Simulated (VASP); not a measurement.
Here is the system:

```
BaS
1.0
    0.00000     3.12815     3.12815
    3.12815     0.00000     3.12815
    3.12815     3.12815     0.00000
Ba S
1 1
Direct
  0.00000   0.00000   0.00000
  0.50000   0.50000   0.50000
```

Level of theory: HSEsol screened hybrid, VASP's PBE PAW potentials (set 64) (plane waves; VASP). Numerical set-up: 520 eV cut-off, 6×6×6 Γ-centred mesh, Gaussian smearing of 0.050 eV, potentials Ba_sv S.

Unless said otherwise, spin-orbit coupling is left out, though it shifts the bands of the heavy elements here.

Problem. Estimate the energy per atom (σ→0), pressure, band gap (on the k-mesh) with the smallest direct gap where there is one.

Solution. 
```json
{
 "band gap (on the k-mesh)": "2.80 eV",
 "smallest direct gap (on the k-mesh)": "2.92 eV",
 "energy per atom (σ→0)": "-5.963 eV/atom",
 "pressure": "2.86 GPa"
}
```

Total energies compare only between runs with the same potentials, cut-off and functional.

The compound is BaS in the rock salt structure. This cell is one point of a volume scan, at 0.91 of the reference volume. The cell's shape comes from a PBE relaxation.
